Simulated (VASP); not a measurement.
Calculation: LDA (Ceperley-Alder, Perdew-Zunger), VASP's LDA PAW potentials (set 64) (plane waves; VASP 6.6.1).

VASP input:

File POSCAR:
```
Li2Se
1.0
  0.0000000000   2.9255530122   2.9255530122
  2.9255530122   0.0000000000   2.9255530122
  2.9255530122   2.9255530122   0.0000000000
Li Se
2 1
Cart
  1.4627765061   1.4627765061   1.4627765061
  4.3883295183   4.3883295183   4.3883295183
  0.0000000000   2.9255530122   2.9255530122
```

INCAR:
```
SYSTEM=Li2Se
PREC=Accurate; ENCUT=620; LREAL=.False.
LASPH=.True.
EDIFF=1E-6; NELM=100; ALGO=Normal
LMAXMIX=4
ISMEAR=0; SIGMA=0.05
IBRION=2; NSW=40; ISIF=3
EDIFFG=-0.02
LWAVE=.False.; LCHARG=.False.
```

**KPOINTS**
```
Automatic mesh
0
Gamma
7 7 7
0 0 0
```

POTCAR, in this order: Li_sv Se (LDA.64 set). Program: vasp_std.

What does the run give for the energy per atom (σ→0)?

```
Quantity                        Value
---------------------  --------------
energy per atom (σ→0)  -4.060 eV/atom
```

### OSZICAR
```
...
DAV:   5    -0.124085550491E+02   -0.45460E-02   -0.45455E-02   622   0.146E+00    0.285E+00
DAV:   6    -0.122125260438E+02    0.19603E+00   -0.32116E-01   420   0.244E+00    0.176E+00
DAV:   7    -0.121800848876E+02    0.32441E-01   -0.14401E-01   560   0.173E+00    0.721E-01
DAV:   8    -0.121793747973E+02    0.71009E-03   -0.12944E-02   496   0.833E-01    0.201E-01
DAV:   9    -0.121792327896E+02    0.14201E-03   -0.89573E-04   502   0.162E-01    0.110E-01
DAV:  10    -0.121792868195E+02   -0.54030E-04   -0.69830E-05   444   0.674E-02    0.372E-02
DAV:  11    -0.121792864648E+02    0.35465E-06   -0.60324E-06   538   0.226E-02
   1 F= -.12179286E+02 E0= -.12179286E+02  d E =-.121793E+02
```

The compound is Li2Se in the antifluorite structure. It was relaxed first, which changed the volume by -7 %.
